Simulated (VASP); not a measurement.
All values below come from PBEsol GGA, VASP's PBE PAW potentials (set 64) (plane waves; VASP 6.6.1).

Gaps are without spin-orbit coupling.

```json
{
  "volume_per_atom": "23.41 Å³/atom",
  "band gap (over mesh and band path)": "0.58 eV",
  "smallest direct gap (over mesh and band path)": "0.58 eV"
}
```

Task: Which relaxed crystal gives these values?
A) NaHF2, R-3m (166)
B) Ga2O3, R-3c (167)
C) MnHO2, Cm (8)
D) ZnCdSeS, P3m1 (156)

Result: D, ZnCdSeS, P3m1 (156)
